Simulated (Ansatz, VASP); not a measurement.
# GaN: VASP beside Ansatz, part 2 of 2

One calculation is typed for both programs; each brings its own data sets. How far apart do they land? The cell is taken from a series of runs on this material, whose earlier steps may have relaxed, scaled, displaced or heated it; both programs get it as it stands.

VASP 6.6.1 and Ansatz 0.2.0.

So far: Starting point; Ansatz: G0W0 gap, LDA.

**3. VASP: G0W0 gap, LDA**

Level of this step: G0W0 on LDA; plane waves and PAW (Ga_d_GW, N_GW) (VASP).

The same cell, functional (in two slightly different forms) and mesh now go to VASP, with its own data sets.

Lines of VASP's logs that name or quote its potential files are left out, and so is its time.

The run reads the wave functions of an earlier VASP run, which isn't shown here.

INCAR

```
SYSTEM = GaN
PREC = Accurate
ENCUT = 450
ISMEAR = 0
SIGMA = 0.01
LREAL = .FALSE.
GGA = CA
NBANDS = 112
ALGO = EVGW0
NELMGW = 1
ENCUTGW = 150
NOMEGA = 64
PRECFOCK = Fast
NBANDSGW = 32
LWAVE = .FALSE.
LCHARG = .FALSE.
```

POSCAR

```
GaN
1.0
   -1.6094002156     -2.2760356178      1.5861703575
    1.6094002156     -2.2760356178      1.5861703575
    0.0000000000     -0.0000000035      3.1723407200
Ga N
1 1
Direct
    0.9991063928      0.9991063928      0.0008936072
    0.2508936072      0.2508936072      0.2491063928
```

KPOINTS

```
Automatic mesh
0
Gamma
8 8 8
0 0 0
```

Potentials, in the order of the species: Ga_d_GW and N_GW (LDA family, release 64).

The run is started by

```console
> mpirun -np 16 vasp_std
```

Numbers of over 12 decimals in the logs are rounded to 6 here.

Log:

```text
[banner, memory and clock lines left out]
running   16 mpi-ranks, on    1 nodes
 distrk:  each k-point on   16 cores,    1 groups
 distr:  one band on    1 cores,   16 groups

 POSCAR found type information on POSCAR GaN
 POSCAR found :  2 types and       2 ions
|                                                                             |
|           W    W    AA    RRRRR   N    N  II  N    N   GGGG   !!!           |
|           W    W   A  A   R    R  NN   N  II  NN   N  G    G  !!!           |
|           W    W  A    A  R    R  N N  N  II  N N  N  G       !!!           |
|           W WW W  AAAAAA  RRRRR   N  N N  II  N  N N  G  GGG   !            |
|           WW  WW  A    A  R   R   N   NN  II  N   NN  G    G                |
|           W    W  A    A  R    R  N    N  II  N    N   GGGG   !!!           |
|                                                                             |
|     For optimal performance we recommend to set                             |
|       NCORE = 2 up to number-of-cores-per-socket                            |
|     NCORE specifies how many cores store one orbital (NPAR=cpu/NCORE).      |
|     This setting can greatly improve the performance of VASP for DFT.       |
|     The default, NCORE=1 might be grossly inefficient on modern             |
|     multi-core architectures or massively parallel machines. Do your        |
|     Unfortunately you need to use the default for GW and RPA                |
|     calculations (for HF NCORE is supported but not extensively tested      |
|     yet).                                                                   |
|                                                                             |

|                                                                             |
|           W    W    AA    RRRRR   N    N  II  N    N   GGGG   !!!           |
|           W    W   A  A   R    R  NN   N  II  NN   N  G    G  !!!           |
|           W    W  A    A  R    R  N N  N  II  N N  N  G       !!!           |
|           W WW W  AAAAAA  RRRRR   N  N N  II  N  N N  G  GGG   !            |
|           WW  WW  A    A  R   R   N   NN  II  N   NN  G    G                |
|           W    W  A    A  R    R  N    N  II  N    N   GGGG   !!!           |
|                                                                             |
|     The default for ENCUTGWSOFT is different in this version of VASP.       |
|     please manually set ENCUTGWSOFT =150 in the INCAR file.                 |
|                                                                             |

 LDA part: xc-table for (Slater(with rela. corr.)+CA(PZ))
 , standard interpolation
 found WAVECAR, reading the header
 POSCAR, INCAR and KPOINTS ok, starting setup
 FFT: planning ... GRIDC
 FFT: planning ... GRID_SOFT
 FFT: planning ... GRID
 reading WAVECAR
 the WAVECAR file was read successfully
 initial charge from wavefunction
 available memory per node:     35.06 GB, setting MAXMEM to     35904

 The Fermi energy was updated, please check that it is located mid-gap
 values below the HOMO (VB) or above the LUMO (CB) will cause erroneous energies
 E-fermi :   5.5165

 calculate exact exchange contribution
 the WAVEDER file was read successfully
energies w=
    0.000    0.000    0.501    0.000    1.001    0.000    1.498    0.000
    1.992    0.000    2.482    0.000    2.967    0.000    3.447    0.000
    3.920    0.000    4.387    0.000    4.848    0.000    5.302    0.000
    5.750    0.000    6.192    0.000    6.628    0.000    7.059    0.000
    7.486    0.000    7.909    0.000    8.329    0.000    8.746    0.000
    9.162    0.000    9.578    0.000    9.993    0.000   10.410    0.000
   10.829    0.000   11.251    0.000   11.678    0.000   12.110    0.000
   12.550    0.000   12.997    0.000   13.455    0.000   13.925    0.000
   14.409    0.000   14.907    0.000   15.425    0.000   15.962    0.000
   16.523    0.000   17.110    0.000   17.728    0.000   18.381    0.000
   19.074    0.000   19.811    0.000   20.602    0.000   21.452    0.000
   22.373    0.000   23.374    0.000   24.471    0.000   25.680    0.000
   27.021    0.000   28.522    0.000   30.215    0.000   32.142    0.000
   34.359    0.000   36.938    0.000   39.979    0.000   43.620    0.000
   48.058    0.000   53.588    0.000   60.664    0.000   70.032    0.000
   83.003    0.000  102.118    0.000  133.030    0.000  191.381    0.000
 responsefunction array rank=     128
 LDA part: xc-table for (Slater(with rela. corr.)+CA(PZ))
 , standard interpolation

 min. memory requirement per mpi rank    538.4 MB, per node   8614.7 MB

[...]
performed     179319000 updates of chi_q(r,r)
 total number of BLAS operations      13405.62 Gflops
NQ=  52    0.5000    0.1250    0.2500,
|.........|.........|.........|.........|.........|.........|.........|.........
 performed     183938000 updates of chi_q(r,r)
 total number of BLAS operations      13746.18 Gflops
NQ=  53   -0.3750    0.1250    0.2500,
|.........|.........|.........|.........|.........|.........|.........|.........
 performed     187381000 updates of chi_q(r,r)
 total number of BLAS operations      14000.08 Gflops
NQ=  54    0.3750    0.3750    0.2500,
|.........|.........|.........|.........|.........|.........|.........|.........
 performed     190595000 updates of chi_q(r,r)
[...]
|.........|.........|.........|.........|.........|.........|.........|.........
 performed     240935000 updates of chi_q(r,r)
 total number of BLAS operations      18093.92 Gflops
NQ=  68   -0.3750   -0.0000    0.3750,
|.........|.........|.........|.........|.........|.........|.........|.........
 performed     245554000 updates of chi_q(r,r)
 total number of BLAS operations      18470.89 Gflops
NQ=  69   -0.2500   -0.0000    0.3750,
|.........|.........|.........|.........|.........|.........|.........|.........
 performed     250173000 updates of chi_q(r,r)
 total number of BLAS operations      18825.79 Gflops
NQ=  70   -0.1250   -0.0000    0.3750,
|.........|.........|.........|.........|.........|.........|.........|.........
 performed     254792000 updates of chi_q(r,r)
 total number of BLAS operations      19173.49 Gflops
NQ=  71    0.1250    0.1250    0.3750,
|.........|.........|.........|.........|.........|.........|.........|.........
 performed     258006000 updates of chi_q(r,r)
 total number of BLAS operations      19410.48 Gflops
NQ=  72    0.2500    0.1250    0.3750,
|.........|.........|.........|.........|.........|.........|.........|.........
 performed     261105000 updates of chi_q(r,r)
 total number of BLAS operations      19629.59 Gflops
NQ=  73    0.5000    0.1250    0.3750,
|.........|.........|.........|.........|.........|.........|.........|.........
 performed     265724000 updates of chi_q(r,r)
 total number of BLAS operations      19984.50 Gflops
NQ=  74   -0.3750    0.1250    0.3750,
|.........|.........|.........|.........|.........|.........|.........|.........
 performed     270343000 updates of chi_q(r,r)
 total number of BLAS operations      20361.46 Gflops
NQ=  75   -0.2500    0.1250    0.3750,
|.........|.........|.........|.........|.........|.........|.........|.........
 performed     274962000 updates of chi_q(r,r)
 total number of BLAS operations      20702.03 Gflops
NQ=  76   -0.1250    0.1250    0.3750,
|.........|.........|.........|.........|.........|.........|.........|.........
 performed     279581000 updates of chi_q(r,r)
 total number of BLAS operations      21028.56 Gflops
NQ=  77    0.5000    0.5000    0.3750,
|.........|.........|.........|.........|.........|.........|.........|.........
 performed     282795000 updates of chi_q(r,r)
 total number of BLAS operations      21270.51 Gflops
NQ=  78   -0.3750    0.5000    0.3750,
|.........|.........|.........|.........|.........|.........|.........|.........
 performed     287414000 updates of chi_q(r,r)
 total number of BLAS operations      21611.08 Gflops
NQ=  79   -0.2500    0.5000    0.3750,
|.........|.........|.........|.........|.........|.........|.........|.........
 performed     292033000 updates of chi_q(r,r)
 total number of BLAS operations      21988.05 Gflops
NQ=  80   -0.1250    0.5000    0.3750,
|.........|.........|.........|.........|.........|.........|.........|.........
 performed     295132000 updates of chi_q(r,r)
 total number of BLAS operations      22246.04 Gflops
NQ=  81   -0.3750   -0.3750    0.3750,
|.........|.........|.........|.........|.........|.........|.........|.........
 performed     298346000 updates of chi_q(r,r)
 total number of BLAS operations      22487.99 Gflops
NQ=  82   -0.2500   -0.3750    0.3750,
|.........|.........|.........|.........|.........|.........|.........|.........
 performed     301445000 updates of chi_q(r,r)
 total number of BLAS operations      22721.30 Gflops
NQ=  83    0.0000    0.0000    0.5000,
|.........|.........|.........|.........|.........|.........|.........|.........
 performed     303698000 updates of chi_q(r,r)
 total number of BLAS operations      22867.35 Gflops
NQ=  84    0.1250    0.0000    0.5000,
|.........|.........|.........|.........|.........|.........|.........|.........
 performed     308317000 updates of chi_q(r,r)
 total number of BLAS operations      23215.05 Gflops
NQ=  85    0.2500    0.0000    0.5000,
|.........|.........|.........|.........|.........|.........|.........|.........
 performed     312936000 updates of chi_q(r,r)
 total number of BLAS operations      23562.75 Gflops
NQ=  86    0.3750    0.0000    0.5000,
|.........|.........|.........|.........|.........|.........|.........|.........
 performed     317555000 updates of chi_q(r,r)
 total number of BLAS operations      23924.94 Gflops
NQ=  87    0.5000    0.0000    0.5000,
|.........|.........|.........|.........|.........|.........|.........|.........
 performed     319600000 updates of chi_q(r,r)
 total number of BLAS operations      24063.48 Gflops
NQ=  88    0.1250    0.1250    0.5000,
|.........|.........|.........|.........|.........|.........|.........|.........
 performed     322814000 updates of chi_q(r,r)
 total number of BLAS operations      24305.43 Gflops
NQ=  89    0.2500    0.1250    0.5000,
|.........|.........|.........|.........|.........|.........|.........|.........
 performed     327433000 updates of chi_q(r,r)
 total number of BLAS operations      24638.94 Gflops
NQ=  90    0.3750    0.1250    0.5000,
|.........|.........|.........|.........|.........|.........|.........|.........
 performed     330532000 updates of chi_q(r,r)
 total number of BLAS operations      24877.09 Gflops
NQ=  91   -0.3750    0.1250    0.5000,
|.........|.........|.........|.........|.........|.........|.........|.........
 performed     333373000 updates of chi_q(r,r)
 total number of BLAS operations      25113.60 Gflops
NQ=  92   -0.2500    0.1250    0.5000,
|.........|.........|.........|.........|.........|.........|.........|.........
 performed     337992000 updates of chi_q(r,r)
 total number of BLAS operations      25483.14 Gflops
NQ=  93   -0.1250    0.1250    0.5000,
|.........|.........|.........|.........|.........|.........|.........|.........
 performed     341421000 updates of chi_q(r,r)
 total number of BLAS operations      25735.98 Gflops
NQ=  94    0.2500    0.2500    0.5000,
|.........|.........|.........|.........|.........|.........|.........|.........
 performed     343703000 updates of chi_q(r,r)
 total number of BLAS operations      25900.78 Gflops
NQ=  95   -0.2500    0.2500    0.5000,
|.........|.........|.........|.........|.........|.........|.........|.........
 performed     345942000 updates of chi_q(r,r)
 total number of BLAS operations      26079.94 Gflops
 resolving degeneracies of screened two electron integrals

 calculate QP shifts <psi_nk| G(iteration)W_0 |psi_nk>: iteration 1
 entering main loop
```

OUTCAR, selected parts (step 3):

```text
ion  position               nearest neighbor table
   1  0.999  0.999  0.001-   2 1.96   2 1.96   2 1.97   2 1.97
   2  0.251  0.251  0.249-   1 1.96   1 1.96   1 1.97   1 1.97

  LATTYP: Found a body centered orthorhombic cell.
 ALAT       =     3.1723407200
 B/A-ratio  =     1.0146452463
 C/A-ratio  =     1.4349250708

 Subroutine GETGRP returns: Found  4 space group operations
 (whereof  4 operations were pure point group operations)

The static configuration has the point symmetry C_2v.

 Found     95 irreducible k-points:

   k-points           NKPTS =     95   k-points in BZ     NKDIM =    512   number of bands    NBANDS=    112

   dimension x,y,z NGX =    24 NGY =   24 NGZ =   24
   dimension x,y,z NGXF=    48 NGYF=   48 NGZF=   48

   ENCUT  =  450.0 eV  33.07 Ry    5.75 a.u.   5.55  5.55  5.49*2*pi/ulx,y,z

   NELECT =      18.0000    total number of electrons

  energy-cutoff  :      450.00
  volume of cell :       23.24
      direct lattice vectors                 reciprocal lattice vectors
    -1.609400216 -2.276035618  1.586170357    -0.310674744 -0.219680218 -0.000000000
     1.609400216 -2.276035618  1.586170357     0.310674744 -0.219680218 -0.000000000
     0.000000000 -0.000000003  3.172340720     0.000000000  0.219680218  0.315224652

 k-points in reciprocal lattice and weights: Automatic mesh
   0.00000000  0.00000000  0.00000000       0.002
   0.12500000  0.00000000  0.00000000       0.008
   0.25000000  0.00000000  0.00000000       0.008
   0.37500000  0.00000000  0.00000000       0.008
   0.50000000  0.00000000  0.00000000       0.004
   0.12500000  0.12500000  0.00000000       0.004
   0.25000000  0.12500000  0.00000000       0.008
   0.37500000  0.12500000  0.00000000       0.008
   0.50000000  0.12500000  0.00000000       0.008
[...]
0.25000000  0.25000000  0.50000000       0.004
  -0.25000000  0.25000000  0.50000000       0.004

 E-fermi :   5.5165

 QP shifts <psi_nk| G(iteration)W_0 |psi_nk>: iteration 1
 for sc-GW calculations column KS-energies equals QP-energies in previous step
 and V_xc(KS)=  KS-energies - (<T + V_ion + V_H > + <T+V_H+V_ion>^1  + <V_x>^1)
 k-point   1 :       0.0000    0.0000    0.0000
  band No.  KS-energies  QP-energies   sigma(KS)   V_xc(KS)     V^pw_x(r,r')   Z            occupation Imag(sigma)
    ...
      6      -8.6215     -11.4534     -25.8349     -21.9671     -35.1470       0.7322       2.0000       0.1232
      7       4.6328       4.2128     -18.3285     -17.7786     -21.0596       0.7638       2.0000       0.0607
      8       4.6414       4.2226     -18.3481     -17.7999     -21.0963       0.7639       2.0000       0.0611
      9       4.7223       4.3085     -18.3743     -17.8325     -21.1468       0.7638       2.0000       0.0615
     10       6.3107       7.0362     -12.7329     -13.6428      -9.3345       0.7973       0.0000      -0.0298
     11      14.5128      15.5415     -10.5716     -11.8706      -5.4021       0.7919       0.0000      -0.0797
     12      14.7003      15.7350     -10.6045     -11.9119      -5.4051       0.7913       0.0000      -0.0823
     13      14.8394      15.8762     -10.6131     -11.9266      -5.3771       0.7894       0.0000      -0.0864
    ...

 k-point   2 :       0.1250    0.0000    0.0000
  band No.  KS-energies  QP-energies   sigma(KS)   V_xc(KS)     V^pw_x(r,r')   Z            occupation Imag(sigma)
    ...
      6      -8.6228     -11.4515     -25.8297     -21.9632     -35.1428       0.7316       2.0000       0.1237
      7       3.1049       2.5961     -16.9826     -16.3135     -19.7283       0.7603       2.0000       0.0658
      8       4.4795       4.0437     -18.2016     -17.6306     -20.9831       0.7632       2.0000       0.0618
      9       4.5671       4.1367     -18.2396     -17.6752     -21.0504       0.7628       2.0000       0.0622
     10       7.4569       8.2424     -13.5665     -14.5648     -10.1657       0.7868       0.0000      -0.0302
     11      13.9034      14.9637     -10.8596     -12.2031      -5.7335       0.7892       0.0000      -0.0792
     12      14.8792      15.9212     -10.7312     -12.0551      -5.4612       0.7871       0.0000      -0.0897
     13      15.0659      16.1111     -10.7421     -12.0732      -5.4257       0.7853       0.0000      -0.0958
    ...

 k-point   3 :       0.2500    0.0000    0.0000
  band No.  KS-energies  QP-energies   sigma(KS)   V_xc(KS)     V^pw_x(r,r')   Z            occupation Imag(sigma)
    ...
      6      -8.5143     -10.9231     -23.6916     -20.3699     -32.5943       0.7252       2.0000       0.3076
      7       0.7837       0.0997     -16.1929     -15.2702     -19.7667       0.7412       2.0000       0.1045
      8       4.1281       3.6600     -17.9207     -17.3058     -20.7817       0.7614       2.0000       0.0635
      9       4.2235       3.7600     -17.9675     -17.3588     -20.8564       0.7615       2.0000       0.0639
     10       8.6210       9.5459     -12.8586     -14.0341      -8.7995       0.7868       0.0000      -0.0409
     11      13.1505      14.2421     -11.8627     -13.2759      -6.7145       0.7724       0.0000      -0.0837
     12      15.1184      16.1367     -10.8401     -12.1416      -5.5097       0.7824       0.0000      -0.1037
     13      15.2911      16.3145     -10.8395     -12.1482      -5.4599       0.7819       0.0000      -0.1118
    ...

 k-point   4 :       0.3750    0.0000    0.0000
  band No.  KS-energies  QP-energies   sigma(KS)   V_xc(KS)     V^pw_x(r,r')   Z            occupation Imag(sigma)
    ...
      6      -7.7759      -9.8640     -22.3485     -19.4673     -30.8140       0.7248       2.0000       0.4138
      7      -1.3584      -2.0644     -15.0924     -14.1112     -19.2708       0.7195       2.0000       0.1809
      8       3.8125       3.3200     -17.6927     -17.0449     -20.6161       0.7604       2.0000       0.0653
      9       3.9130       3.4255     -17.7451     -17.1036     -20.6953       0.7599       2.0000       0.0655
     10       9.0960      10.0622     -12.0133     -13.2276      -7.7387       0.7956       0.0000      -0.0451
     11      13.0678      14.1509     -12.8659     -14.3115      -7.4748       0.7492       0.0000      -0.0994
     12      14.9313      15.8889     -10.7279     -11.9467      -5.5161       0.7857       0.0000      -0.1029
     13      15.0993      16.0634     -10.7226     -11.9512      -5.4578       0.7847       0.0000      -0.1113
    ...

[... 4 further parts left out ...]
```

**4. Differences**

Known differences besides the potentials themselves: the two LDA forms differ slightly; fixed occupations in Ansatz, narrow Gaussian smearing in VASP; the cutoff is 420 eV in Ansatz and 450 eV in VASP; VASP's log shows a relativistic correction to its local exchange, Ansatz's none; Ansatz integrates over frequency by contour deformation, VASP on a grid of NOMEGA points. Total energies have different zeros and are not compared.

Both answers:

```
                   quantity  Ansatz  VASP  difference
  G0W0 gap on the mesh (eV)    2.69  2.73       -0.04
Kohn-Sham gap under it (eV)    1.57  1.59       -0.02
```

**5. Summary of results**

* difference in G0W0 gap on the mesh (G0W0 gap, LDA): -0.038 eV

The difference in G0W0 gap on the mesh is -0.038 eV (G0W0 gap, LDA). How closely two codes agree says nothing of how well the functional describes the real material.

[Lines on the potential files, build, host, timing and source positions are cut from VASP's logs without a mark.]

[Logs are printed without paths, hosts, clocks, repeated set-up lines and the standing remarks that a program may print on its own settings, such as how far it seeks lower states.]

[Hosts, paths, dates, database ids (printed as entryN), source tags and the programs' standing remarks are cut or masked in the printed files.]
